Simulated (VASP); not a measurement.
# Si48H16CF4 in VASP: further runs, part 2 of 3

VASP 6.6.1.

## 3. Single point, PBE

The input, INCAR:

```
SYSTEM = Si48H16CF4
  PREC = Accurate
  ENCUT = 400
  EDIFF = 1E-6
  ISMEAR = 0
  SIGMA = 0.05
  LREAL = Auto
  LASPH = .True.
  NELM = 100
  ALGO = Normal
  ISIF = 2
  LWAVE = .False.
  LCHARG = .False.
  GGA = PE
  NBANDS = 160
  ISYM = 0
  NCORE = 4
```

The input, KPOINTS:

```
Automatic mesh
0
Gamma
  1 1 1
  0 0 0
```

The input, POSCAR:

```
Si48H16CF4                              
1.0
    7.6805938572      7.6805938572      0.0000000000
   -7.6805938572      7.6805938572      0.0000000000
    0.0000000000      0.0000000000     23.4276500000
  Si              H               C               F             
    48    16     1     4
Selective dynamics
Direct
     0.6864350492784635    0.3138061933341205    0.4093722559745742   T   T   T
     0.8146044042811919    0.6812832950373656    0.4100774603624947   T   T   T
     0.0486467384086695    0.9515548501855832    0.4276389657007783   T   T   T
     0.3187872212245131    0.1855534043941666    0.4100115547348095   T   T   T
     0.9629574479323540    0.5389060255661933    0.4396076504840357   T   T   T
     0.2054078824538416    0.7947288602475495    0.4257556496568932   T   T   T
[... 32 lines left out ...]
     0.5024723944095884    0.9970282849155644    0.2027657243199863   T   T   T
     0.4954278962012972    0.5045933777252057    0.2026777380787306   T   T   T
     0.8750000000000000    0.3750000000000000    0.1455075519999980   F   F   F
     0.8750000000000000    0.8750000000000000    0.1455075519999980   F   F   F
     0.1250000000000000    0.1250000000000000    0.1455075519999980   F   F   F
     0.3750000000000000    0.3750000000000000    0.1455075519999980   F   F   F
     0.1250000000000000    0.6250000000000000    0.1455075519999980   F   F   F
     0.3750000000000000    0.8750000000000000    0.1455075519999980   F   F   F
[... 16 lines left out ...]
     0.7016281893000027    0.5483718106999973    0.1067115139999970   F   F   F
     0.5483718106999973    0.7016281893000027    0.1067115139999970   F   F   F
     0.2442139747437561    0.7548966438811655    0.5053264759582723   T   T   T
     0.3277397916188860    0.6597352858978834    0.5090819677565235   T   T   T
     0.2948950987492926    0.8522861422666698    0.5343172732275275   T   T   T
     0.1425347223427360    0.7188798240776825    0.5357952820058681   T   T   T
     0.0095558515382915    0.9908807013333557    0.4924942438613356   T   T   T
```

Potentials or basis: VASP PAW PBE potentials, release 64 (Si, H, C, F).

On the command line:

```sh
$ cat potpaw_PBE.64/Si/POTCAR potpaw_PBE.64/H/POTCAR potpaw_PBE.64/C/POTCAR potpaw_PBE.64/F/POTCAR > POTCAR
$ mpirun -np 8 vasp_gam > vasp.out
```

OUTCAR:

```text
SYSTEM = Si48H16CF4
   PREC = Accurate
   ENCUT = 400
   EDIFF = 1E-6
   ISMEAR = 0
   LREAL = Auto
   LASPH = .True.
   NELM = 100
   ISIF = 2
   GGA = PE
   ISYM = 0

 ion  position               nearest neighbor table
   1  0.686  0.314  0.409-   9 2.34  15 2.34   8 2.35  24 3.13  20 3.13
   2  0.815  0.681  0.410-  16 2.33  10 2.34   5 2.34  24 3.09
   3  0.049  0.952  0.428-  69 1.63  11 2.35  10 2.35   6 2.41
   4  0.319  0.186  0.410-  12 2.33   7 2.34  11 2.34  20 3.09
   5  0.963  0.539  0.440-   2 2.34   9 2.38  13 2.39
   6  0.205  0.795  0.426-  65 1.96  13 2.35  14 2.35   3 2.41
   7  0.461  0.037  0.439-   4 2.34  15 2.37  14 2.38
   8  0.540  0.460  0.439-   1 2.35  12 2.37  16 2.37
   9  0.875  0.390  0.377-   1 2.34  17 2.37  24 2.37   5 2.38
  10  0.882  0.872  0.376-   2 2.34   3 2.35  23 2.37  18 2.38
  11  0.128  0.118  0.376-   4 2.34   3 2.35  17 2.37  19 2.38
  12  0.388  0.377  0.378-   4 2.33   8 2.37  21 2.37  20 2.38
  13  0.113  0.628  0.378-  18 2.34   6 2.35  21 2.37   5 2.39
  14  0.372  0.887  0.378-  19 2.34   6 2.35  22 2.37   7 2.38
  15  0.610  0.125  0.377-   1 2.34  23 2.37  20 2.37   7 2.37
  16  0.623  0.612  0.378-   2 2.33   8 2.37  22 2.37  24 2.38
  17  0.999  0.253  0.324-  11 2.37   9 2.37  29 2.37  25 2.37
  18  0.004  0.750  0.313-  27 2.32  26 2.33  13 2.34  10 2.38
  19  0.250  0.996  0.313-  27 2.32  28 2.33  14 2.34  11 2.38
  20  0.498  0.251  0.313-  28 2.33  32 2.33  15 2.37  12 2.38   4 3.09   1 3.13
  21  0.249  0.501  0.325-  13 2.37  12 2.37  30 2.38  29 2.38
  22  0.499  0.751  0.325-  14 2.37  16 2.37  30 2.38  31 2.38
  23  0.748  0.001  0.324-  10 2.37  15 2.37  31 2.37  25 2.37
  24  0.749  0.502  0.313-  26 2.33  32 2.33   9 2.37  16 2.38   2 3.09   1 3.13
  25  0.873  0.127  0.264-  23 2.37  17 2.37  33 2.38  35 2.38
  26  0.877  0.625  0.257-  24 2.33  18 2.33  37 2.33  34 2.33
  27  0.124  0.876  0.256-  18 2.32  19 2.32  38 2.33  35 2.33
  28  0.375  0.123  0.257-  20 2.33  19 2.33  39 2.33  36 2.33
  29  0.126  0.375  0.264-  17 2.37  36 2.38  37 2.38  21 2.38
  30  0.373  0.627  0.265-  38 2.38  21 2.38  22 2.38  40 2.38
[... 32 lines left out ...]
  63  0.702  0.548  0.107-  48 1.49
  64  0.548  0.702  0.107-  48 1.49
  65  0.244  0.755  0.505-  68 1.37  67 1.37  66 1.38   6 1.96
  66  0.328  0.660  0.509-  65 1.38
  67  0.295  0.852  0.534-  65 1.37
  68  0.143  0.719  0.536-  65 1.37
[... 240 lines left out ...]
 non-spin polarized calculation
 Gauss-broadening in eV      SIGMA  =   0.05
  energy-cutoff  :      400.00
  volume of cell :     2764.07
 maximum number of plane-waves:     25105
 NGX is ok and might be reduce to    70
   NGX = 35   NGY = 35   NGZ = 77

 number of electron     239.9999961 magnetization

 Free energy of the ion-electron system (eV)
  ---------------------------------------------------
  ext. energy  EPLUGINS =         0.00000000
  ---------------------------------------------------
  free energy    TOTEN  =      -328.16616928 eV

  energy without entropy =     -328.16616928  energy(sigma->0) =     -328.16616928

 E-fermi :  -1.0287     XC(G=0):  -4.2593

 val. band max:       -1.2585288794   @ k =   0.0000   0.0000   0.0000
 cond. band min:      -0.7727357578   @ k =   0.0000   0.0000   0.0000
 fundamental gap:      0.4857931216
 Fermi energy:        -1.0287331101

 k-point     1 :       0.0000    0.0000    0.0000
  band No.  band energies     occupation
      1     -28.7171      2.00000
      2     -26.5769      2.00000
      3     -26.5720      2.00000
      4     -25.7891      2.00000
      5     -13.4646      2.00000
      6     -12.7426      2.00000
[... 124 lines left out ...]
    131       0.9219      0.00000
    132       0.9526      0.00000
 [bands above 132 left out]

------------------------ aborting loop because EDIFF is reached ----------------------------------------

  FORCE on cell =-STRESS in cart. coord.  units (eV):
  Direction    XX          YY          ZZ          XY          YZ          ZX
  --------------------------------------------------------------------------------------
  -------------------------------------------------------------------------------------
  Total       23.7180723     11.9383093      0.2154069      0.0053238     -0.0715482      0.4664819
  in kB       13.7480672      6.9199839      0.1248596      0.0030859     -0.0414726      0.2703940
  external PRESSURE =       6.9309702 kB  Pullay stress =       0.0000000 kB

 VOLUME and BASIS-vectors are now :
 -----------------------------------------------------------------------------
  energy-cutoff  :      400.00
  volume of cell :     2764.07
      direct lattice vectors                 reciprocal lattice vectors
     7.680593857  7.680593857  0.000000000     0.065099133  0.065099133  0.000000000
    -7.680593857  7.680593857  0.000000000    -0.065099133  0.065099133  0.000000000
     0.000000000  0.000000000 23.427650000     0.000000000  0.000000000  0.042684606

 POSITION                                       TOTAL-FORCE (eV/Angst)
 -----------------------------------------------------------------------------------
      2.86201      7.68245      9.59063        -0.107135      0.000508     -0.078320
      1.02399     11.48931      9.60715         0.121768     -0.019104     -0.104301
     -6.93487      7.68214     10.01858        -0.018618     -0.000029      0.063937
      1.02331      3.87364      9.60561         0.120721      0.019720     -0.104923
      3.25697     11.53520     10.29897        -0.049005     -0.015129      0.069974
     -4.52634      7.68164      9.97445        -0.002287     -0.000002      0.068506
[... 61 lines left out ...]
     -4.42667      6.61618     12.55242         0.009671     -0.005027      0.019836
     -7.53716      7.68395     11.53798        -0.009018     -0.000341      0.024499
 -----------------------------------------------------------------------------------
    total drift:                               -0.004193     -0.001135     -0.037479

  FREE ENERGIE OF THE ION-ELECTRON SYSTEM (eV)
  ---------------------------------------------------
  free  energy   TOTEN  =      -328.1661692783 eV

  energy  without entropy=     -328.1661692783  energy(sigma->0) =     -328.16616928
```

stdout:

```text
POSCAR found type information on POSCAR SiH C F
 POSCAR found :  4 types and      69 ions
 scaLAPACK will be used
 LDA part: xc-table for (Slater+PW92), standard interpolation
 POSCAR, INCAR and KPOINTS ok, starting setup
 FFT: planning ... GRIDC
 FFT: planning ... GRID_SOFT
 FFT: planning ... GRID
 WAVECAR not read
 entering main loop
```

Run time: 67 s. Hardware: 8 MPI ranks of AMD EPYC 9R45 (Zen 5), shared host; peak memory 0.33 GiB.

Results:

* Free energy: -328.1662 eV
* Largest force: 0.369 eV/Å
* Band gap on the k mesh: 0.49 eV, direct

Forces in eV/Å, atoms in the order of the input:
```
Si  -0.107  0.001 -0.078
Si   0.122 -0.019 -0.104
Si  -0.019  0.000  0.064
Si   0.121  0.020 -0.105
Si  -0.049 -0.015  0.070
Si  -0.002  0.000  0.069
Si  -0.049  0.015  0.070
Si   0.073  0.000  0.069
Si  -0.042 -0.015  0.103
Si   0.017 -0.044  0.075
Si   0.017  0.044  0.076
Si   0.047 -0.020  0.088
Si  -0.021 -0.042  0.065
Si  -0.020  0.042  0.065
Si  -0.042  0.016  0.103
Si   0.048  0.020  0.088
Si   0.007 -0.005  0.030
Si  -0.026 -0.046  0.085
Si  -0.026  0.045  0.086
Si  -0.004 -0.010  0.168
Si   0.006  0.002  0.021
Si   0.006 -0.002  0.021
Si   0.007  0.005  0.030
Si  -0.004  0.010  0.168
Si   0.005  0.000 -0.011
Si   0.004  0.000 -0.026
Si   0.010  0.000 -0.038
Si   0.004  0.000 -0.025
Si   0.005  0.004 -0.010
Si   0.002  0.000 -0.010
Si   0.005 -0.004 -0.010
Si   0.011  0.000 -0.029
Si   0.017  0.000 -0.054
Si  -0.011  0.000 -0.056
Si  -0.009  0.000 -0.060
Si  -0.010  0.000 -0.057
Si   0.007 -0.001 -0.056
Si   0.015  0.000 -0.051
Si   0.007  0.000 -0.056
Si  -0.005  0.000 -0.052
Si   0.251  0.026 -0.107
Si  -0.331 -0.012 -0.160
Si  -0.332  0.014 -0.161
Si  -0.302 -0.009 -0.129
Si   0.296  0.007 -0.188
Si   0.295 -0.007 -0.187
Si   0.250 -0.025 -0.107
Si  -0.304  0.010 -0.132
H   -0.280 -0.019 -0.015
H    0.262  0.021  0.059
H   -0.256  0.029  0.074
H    0.288 -0.020 -0.031
H   -0.256 -0.028  0.074
H    0.288  0.020 -0.031
H   -0.256  0.031  0.072
H    0.295 -0.041 -0.021
H   -0.295  0.010 -0.027
H    0.265 -0.012  0.056
H   -0.295 -0.011 -0.027
H    0.265  0.013  0.056
H   -0.279  0.020 -0.014
H    0.262 -0.021  0.059
H   -0.256 -0.031  0.072
H    0.296  0.042 -0.022
C    0.011  0.001  0.022
F   -0.001  0.002  0.021
F    0.005 -0.007  0.022
F    0.010 -0.005  0.020
F   -0.009  0.000  0.024
```

Caveat: the cutoff is under 1.25 times the usual one of these potentials, so pressure, stress and relaxed cells hold a basis-set (Pulay) error.

## 4. Single point, RPBE

Changes to INCAR since step 3:

```diff
@@ -13,3 +13,3 @@
   LCHARG = .False.
-  GGA = PE
+  GGA = RP
   NBANDS = 160
```

KPOINTS is that of step 3.

POSCAR is that of step 3.

On the command line:

```sh
$ cat potpaw_PBE.64/Si/POTCAR potpaw_PBE.64/H/POTCAR potpaw_PBE.64/C/POTCAR potpaw_PBE.64/F/POTCAR > POTCAR
$ mpirun -np 8 vasp_gam > vasp.out
```

It took 70 s on 8 MPI ranks of AMD EPYC 9R45 (Zen 5), shared host; peak memory 0.32 GiB.

Results (log left out):

```
Free energy            : -316.0492 eV
Largest force          : 0.425 eV/Å
Band gap on the k mesh : 0.51 eV, direct
```

Forces on the atoms (eV/Å):
```
Si  -0.087  0.000 -0.029
Si   0.103 -0.022 -0.051
Si   0.016  0.000 -0.030
Si   0.102  0.023 -0.051
Si  -0.008 -0.037  0.182
Si  -0.025  0.001  0.001
Si  -0.008  0.039  0.181
Si   0.059  0.001  0.194
Si  -0.021 -0.017  0.135
Si  -0.010 -0.048  0.095
Si  -0.010  0.048  0.096
Si   0.028 -0.019  0.116
Si  -0.008 -0.047  0.075
Si  -0.007  0.046  0.076
Si  -0.021  0.018  0.136
Si   0.028  0.019  0.117
Si   0.007 -0.004  0.042
Si  -0.027 -0.053  0.099
Si  -0.027  0.053  0.100
Si  -0.005 -0.008  0.184
Si   0.007 -0.002  0.027
Si   0.007  0.001  0.028
Si   0.007  0.004  0.042
Si  -0.005  0.008  0.185
Si   0.006  0.000 -0.013
Si   0.004  0.000 -0.031
Si   0.002  0.000 -0.047
Si   0.004  0.000 -0.031
Si   0.005  0.008 -0.013
Si   0.003  0.000 -0.012
Si   0.005 -0.007 -0.013
Si   0.010  0.000 -0.035
Si   0.022  0.000 -0.053
Si  -0.017 -0.001 -0.056
Si  -0.014  0.000 -0.060
Si  -0.017  0.001 -0.056
Si   0.013 -0.002 -0.056
Si   0.022  0.000 -0.049
Si   0.014  0.001 -0.057
Si  -0.010  0.000 -0.053
Si   0.251  0.028 -0.212
Si  -0.331 -0.010 -0.265
Si  -0.331  0.012 -0.266
Si  -0.303 -0.008 -0.234
Si   0.295  0.006 -0.294
Si   0.295 -0.005 -0.292
Si   0.250 -0.026 -0.211
Si  -0.305  0.009 -0.236
H   -0.326 -0.020 -0.029
H    0.308  0.021  0.046
H   -0.303  0.029  0.061
H    0.335 -0.020 -0.046
H   -0.303 -0.028  0.061
H    0.335  0.020 -0.047
H   -0.303  0.031  0.058
H    0.342 -0.041 -0.037
H   -0.341  0.010 -0.042
H    0.311 -0.012  0.043
H   -0.341 -0.010 -0.042
H    0.311  0.013  0.043
H   -0.326  0.020 -0.029
H    0.308 -0.021  0.045
H   -0.303 -0.031  0.058
H    0.342  0.042 -0.037
C   -0.029  0.002 -0.107
F    0.323 -0.019  0.047
F   -0.088  0.269  0.203
F   -0.120 -0.265  0.209
F   -0.099  0.000  0.233
```

Levels at points of the mesh, in eV from the valence-band top:
```tsv
k point	band 117	band 118	band 119	band 120	band 121	band 122	band 123	band 124
(0.00, 0.00, 0.00)	-0.38	-0.29	-0.09	0.00	0.51	1.15	1.22	1.30
```

Caveat: the cutoff is under 1.25 times the usual one of these potentials, so pressure, stress and relaxed cells hold a basis-set (Pulay) error; the PAW data sets were made with another functional, which shifts forces and pressure a little. Expect the measured gap to be larger: semilocal functionals such as RPBE lack the derivative discontinuity.

## 5. Single point, RPBE+D3(BJ)

Changes to INCAR since step 4:

```diff
@@ -14,2 +14,3 @@
   GGA = RP
+  IVDW = 12
   NBANDS = 160
```

KPOINTS is that of step 4.

POSCAR is that of step 4.

Potentials or basis: VASP PAW PBE potentials, release 64 (Si, H, C, F).

On the command line:

```sh
$ cat potpaw_PBE.64/Si/POTCAR potpaw_PBE.64/H/POTCAR potpaw_PBE.64/C/POTCAR potpaw_PBE.64/F/POTCAR > POTCAR
$ mpirun -np 8 vasp_gam > vasp.out
```

OUTCAR:

```text
SYSTEM = Si48H16CF4
   PREC = Accurate
   ENCUT = 400
   EDIFF = 1E-6
   ISMEAR = 0
   LREAL = Auto
   LASPH = .True.
   NELM = 100
   ISIF = 2
   GGA = RP
   IVDW = 12
   ISYM = 0
 IVDW          = 12

 ion  position               nearest neighbor table
   1  0.686  0.314  0.409-   9 2.34  15 2.34   8 2.35  24 3.13  20 3.13
   2  0.815  0.681  0.410-  16 2.33  10 2.34   5 2.34  24 3.09
   3  0.049  0.952  0.428-  69 1.63  11 2.35  10 2.35   6 2.41
   4  0.319  0.186  0.410-  12 2.33   7 2.34  11 2.34  20 3.09
[... 476 lines left out ...]
  Total     -14.33833   -27.04963   -30.25083     0.00540    -0.07690    -0.11002
  in kB      -8.31115   -15.67919   -17.53475     0.00313    -0.04458    -0.06377
  external pressure =      -13.84 kB  Pullay stress =        0.00 kB

 VOLUME and BASIS-vectors are now :
 -----------------------------------------------------------------------------
  energy-cutoff  :      400.00
  volume of cell :     2764.07
      direct lattice vectors                 reciprocal lattice vectors
     7.680593857  7.680593857  0.000000000     0.065099133  0.065099133  0.000000000
    -7.680593857  7.680593857  0.000000000    -0.065099133  0.065099133  0.000000000
     0.000000000  0.000000000 23.427650000     0.000000000  0.000000000  0.042684606

 POSITION                                       TOTAL-FORCE (eV/Angst)
 -----------------------------------------------------------------------------------
      2.86201      7.68245      9.59063         0.002957     -0.001528      0.012542
      1.02399     11.48931      9.60715        -0.032721      0.020319      0.099048
     -6.93487      7.68214     10.01858         0.340869     -0.000397     -0.555011
      1.02331      3.87364      9.60561        -0.032454     -0.021489      0.100781
      3.25697     11.53520     10.29897         0.007727      0.025196     -0.376937
     -4.52634      7.68164      9.97445        -0.232418     -0.000287     -0.399259
[... 61 lines left out ...]
     -4.42667      6.61618     12.55242        -0.120108     -0.232659      0.105723
     -7.53716      7.68395     11.53798        -0.056353      0.000076      0.150389
 -----------------------------------------------------------------------------------
    total drift:                               -0.002306     -0.001153     -0.037544

  FREE ENERGIE OF THE ION-ELECTRON SYSTEM (eV)
  ---------------------------------------------------
  free  energy   TOTEN  =      -369.5108445443 eV

  energy  without entropy=     -369.5108445443  energy(sigma->0) =     -369.51084454
```

OSZICAR:

```text
N       E                     dE             d eps       ncg     rms          rms(c)
DAV:   1     0.142334700133E+04    0.14233E+04   -0.82997E+04   328   0.970E+02
DAV:   2    -0.122369917809E+03   -0.15457E+04   -0.14643E+04   400   0.213E+02
DAV:   3    -0.319928688325E+03   -0.19756E+03   -0.19471E+03   432   0.756E+01
[... 22 lines left out ...]
DAV:  26    -0.316049179661E+03   -0.51597E-05   -0.60001E-07   280   0.146E-03    0.924E-04
DAV:  27    -0.316049186820E+03   -0.71588E-05   -0.26622E-07   248   0.946E-04    0.802E-04
DAV:  28    -0.316049190422E+03   -0.36025E-05   -0.14406E-07   248   0.881E-04    0.345E-04
DAV:  29    -0.316049191472E+03   -0.10502E-05   -0.96642E-08   232   0.788E-04    0.394E-04
DAV:  30    -0.316049192377E+03   -0.90455E-06   -0.37148E-08   224   0.349E-04
   1 F= -.36951084E+03 E0= -.36951084E+03  d E =-.694152E-11
```

It took 69 s on 8 MPI ranks of AMD EPYC 9R45 (Zen 5), shared host; peak memory 0.34 GiB.

What came out:

```
Free energy                : -369.5108 eV
Largest force              : 0.651 eV/Å
Band gap on the k mesh     : 0.51 eV, direct
Dispersion energy per atom : -0.775 eV
```

Forces on the atoms (eV/Å):
```
Si   0.003 -0.002  0.013
Si  -0.033  0.020  0.099
Si   0.341  0.000 -0.555
Si  -0.032 -0.021  0.101
Si   0.008  0.025 -0.377
Si  -0.232  0.000 -0.399
Si   0.006 -0.024 -0.377
Si   0.032  0.000 -0.379
Si  -0.118  0.205 -0.252
Si   0.146  0.200 -0.273
Si   0.146 -0.200 -0.272
Si   0.144  0.236 -0.261
Si  -0.204 -0.026 -0.151
Si  -0.204  0.025 -0.151
Si  -0.118 -0.204 -0.252
Si   0.144 -0.235 -0.260
Si  -0.017  0.006 -0.110
Si   0.074  0.135  0.007
Si   0.074 -0.135  0.008
Si   0.020  0.052 -0.215
Si  -0.008  0.003 -0.094
Si  -0.008 -0.003 -0.093
Si  -0.017 -0.005 -0.110
Si   0.018 -0.049 -0.216
Si   0.006  0.000 -0.005
Si   0.009  0.004  0.075
Si   0.002  0.000  0.034
Si   0.009 -0.004  0.076
Si   0.002  0.002  0.001
Si   0.004  0.000  0.002
Si   0.002 -0.002  0.001
Si   0.001  0.000  0.074
Si  -0.015  0.000  0.149
Si   0.021 -0.001  0.145
Si   0.022  0.000  0.137
Si   0.021  0.001  0.144
Si  -0.023  0.000  0.148
Si  -0.016  0.000  0.153
Si  -0.023  0.000  0.148
Si   0.023  0.000  0.146
Si   0.233  0.028  0.269
Si  -0.309 -0.009  0.218
Si  -0.310  0.012  0.217
Si  -0.284 -0.007  0.248
Si   0.275  0.008  0.192
Si   0.274 -0.007  0.193
Si   0.232 -0.026  0.269
Si  -0.286  0.008  0.246
H   -0.294 -0.019  0.039
H    0.276  0.021  0.115
H   -0.271  0.028  0.130
H    0.303 -0.020  0.023
H   -0.271 -0.028  0.130
H    0.303  0.020  0.023
H   -0.271  0.030  0.127
H    0.310 -0.041  0.033
H   -0.309  0.010  0.028
H    0.279 -0.012  0.113
H   -0.309 -0.011  0.028
H    0.279  0.013  0.113
H   -0.294  0.020  0.040
H    0.276 -0.020  0.115
H   -0.271 -0.030  0.127
H    0.310  0.042  0.032
C   -0.080  0.002 -0.253
F    0.268 -0.016 -0.027
F   -0.094  0.237  0.101
F   -0.120 -0.233  0.106
F   -0.056  0.000  0.150
```

Caveat: the cutoff is under 1.25 times the usual one of these potentials, so pressure, stress and relaxed cells hold a basis-set (Pulay) error; the PAW data sets were made with another functional, which shifts forces and pressure a little.

(Part 2 of 3 ends here.)
